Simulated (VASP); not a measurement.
A convergence study with VASP on Cu₂O (cuprite): one setting is varied, all else stays as given below, so the limit is that of these other settings. Each run relaxes cell and ions from the cell shown. The basis is that of the starting cell, so low cut-offs carry a Pulay error.

```
CELL_PARAMETERS angstrom
      4.27000     0.00000     0.00000
      0.00000     4.27000     0.00000
      0.00000     0.00000     4.27000
ATOMIC_POSITIONS crystal
  Cu 0.75000 0.25000 0.75000
  Cu 0.25000 0.75000 0.75000
  Cu 0.75000 0.75000 0.25000
  Cu 0.25000 0.25000 0.25000
  O  0.00000 0.00000 0.00000
  O  0.50000 0.50000 0.50000
```

Method: PBE GGA, VASP's PBE PAW potentials (set 64) (plane waves; VASP). The tightest run used: 800 eV cut-off, 4×4×4 Γ-centred mesh, Gaussian smearing of 0.050 eV, potentials Cu O.

Gaps are read on the run's mesh, which can miss a band edge.

**Question.** The settings run are ENCUT = 250; ENCUT = 300; ENCUT = 350; ENCUT = 400; ENCUT = 450; ENCUT = 500; ENCUT = 550; ENCUT = 600; ENCUT = 650; ENCUT = 700; ENCUT = 750; ENCUT = 800. From which on does the relaxed volume stay within 0.1 Å³/atom of the tightest run?

**Answer.** From ENCUT = 500 on: it is off by 0.027 there and by no more than 0.1 in any finer run, while ENCUT = 450 is off by 0.129.
```json
[
 {"setting": "ENCUT = 250", "relaxed volume (Å³/atom)": "10.863", "E (eV/atom)": "-5.0173", "gap on the mesh (eV)": "0.625", "plane waves": "739", "difference judged (Å³/atom)": "2.477"},
 {"setting": "ENCUT = 300", "relaxed volume (Å³/atom)": "11.945", "E (eV/atom)": "-4.6481", "gap on the mesh (eV)": "0.699", "plane waves": "928", "difference judged (Å³/atom)": "1.395"},
 {"setting": "ENCUT = 350", "relaxed volume (Å³/atom)": "12.621", "E (eV/atom)": "-4.5691", "gap on the mesh (eV)": "0.573", "plane waves": "1189", "difference judged (Å³/atom)": "0.719"},
 {"setting": "ENCUT = 400", "relaxed volume (Å³/atom)": "12.995", "E (eV/atom)": "-4.5494", "gap on the mesh (eV)": "0.515", "plane waves": "1432", "difference judged (Å³/atom)": "0.345"},
 {"setting": "ENCUT = 450", "relaxed volume (Å³/atom)": "13.212", "E (eV/atom)": "-4.5455", "gap on the mesh (eV)": "0.484", "plane waves": "1743", "difference judged (Å³/atom)": "0.129"},
 {"setting": "ENCUT = 500", "relaxed volume (Å³/atom)": "13.313", "E (eV/atom)": "-4.5457", "gap on the mesh (eV)": "0.468", "plane waves": "2000", "difference judged (Å³/atom)": "0.027"},
 {"setting": "ENCUT = 550", "relaxed volume (Å³/atom)": "13.342", "E (eV/atom)": "-4.5465", "gap on the mesh (eV)": "0.463", "plane waves": "2301", "difference judged (Å³/atom)": "0.002"},
 {"setting": "ENCUT = 600", "relaxed volume (Å³/atom)": "13.333", "E (eV/atom)": "-4.5469", "gap on the mesh (eV)": "0.465", "plane waves": "2624", "difference judged (Å³/atom)": "0.007"},
 {"setting": "ENCUT = 650", "relaxed volume (Å³/atom)": "13.323", "E (eV/atom)": "-4.5471", "gap on the mesh (eV)": "0.466", "plane waves": "3016", "difference judged (Å³/atom)": "0.017"},
 {"setting": "ENCUT = 700", "relaxed volume (Å³/atom)": "13.323", "E (eV/atom)": "-4.5475", "gap on the mesh (eV)": "0.467", "plane waves": "3328", "difference judged (Å³/atom)": "0.017"},
 {"setting": "ENCUT = 750", "relaxed volume (Å³/atom)": "13.331", "E (eV/atom)": "-4.5479", "gap on the mesh (eV)": "0.466", "plane waves": "3695", "difference judged (Å³/atom)": "0.009"},
 {"setting": "ENCUT = 800", "relaxed volume (Å³/atom)": "13.340", "E (eV/atom)": "-4.5483", "gap on the mesh (eV)": "0.464", "plane waves": "4032", "difference judged (Å³/atom)": "0.000"}
]
```

Left out are rungs that failed or repeat a setting and relaxations that didn't move; long series are thinned to 24 rows.

The compound is Cu2O in the cuprite structure.
